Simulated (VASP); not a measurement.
The system is Be2H.

```
CELL_PARAMETERS angstrom
-1.54712 1.54712 2.88275
1.54712 -1.54712 2.88275
1.54712 1.54712 -2.88275
ATOMIC_POSITIONS crystal
Be 0.37500 0.62500 0.75000
Be 0.87500 0.62500 0.25000
Be 0.37500 0.12500 0.75000
Be 0.37500 0.62500 0.25000
H 0.75000 0.25000 0.50000
H 0.00000 0.00000 0.00000
```

The cell was built by a generator and needn't be a form met in nature.

```yaml
Program: VASP 6.6.1
Task: relaxation of cell and atoms
Functional: PBEsol
Potentials_or_basis: VASP PAW PBE potentials, release 64 (Be, H)
Cutoff: 600 eV
k_mesh: 12 × 12 × 12
Occupations: gaussian, width 0.05 eV
Spin: no spin polarisation
```

At the start: pressure 128.3 GPa; volume 4.60 Å³/atom.

Q: How do energy, volume and symmetry change on relaxing?

A: Over 17 steps the energy falls by 1001.5 meV/atom and the volume is 8.16 Å³/atom (+77.4 %); space group I4_1/amd (No. 141, to 0.05 Å).

The path:
```tsv
step	energy change (eV)	largest force (eV/Å)	pressure (GPa)	volume (Å³)
1	0.0000	0.0000	128.31	27.60
2	-5.8090	0.0000	10.33	45.06
3	-5.9477	0.0000	3.31	48.27
4	-5.8638	0.0000	-6.48	55.16
5	-5.9688	0.0000	-0.42	50.45
6	-5.9683	0.0000	0.45	49.90
7	-5.9721	0.0000	0.45	49.84
8	-5.9824	0.0000	0.47	49.66
9	-5.9859	0.0000	0.60	49.26
10	-5.9890	0.0000	0.61	49.09
11	-5.9945	0.0000	0.88	48.74
12	-6.0033	0.0000	1.83	47.94
13	-6.0076	0.0000	-0.39	49.18
14	-6.0082	0.0000	0.16	48.86
15	-6.0082	0.0000	0.12	48.88
16	-6.0084	0.0000	0.09	48.90
17	-6.0089	0.0000	0.00	48.96
```

Final structure:
```
CELL_PARAMETERS angstrom
-2.02934 2.02934 2.97222
2.02934 -2.02934 2.97222
2.02934 2.02934 -2.97222
ATOMIC_POSITIONS crystal
Be 0.37500 0.62500 0.75000
Be 0.87500 0.62500 0.25000
Be 0.37500 0.12500 0.75000
Be 0.37500 0.62500 0.25000
H 0.75000 0.25000 0.50000
H 0.00000 0.00000 0.00000
```

Caveat: the volume moved by over 15 % at a fixed basis, so the end points are rough; the PAW data sets were made with another functional, which shifts forces and pressure a little.
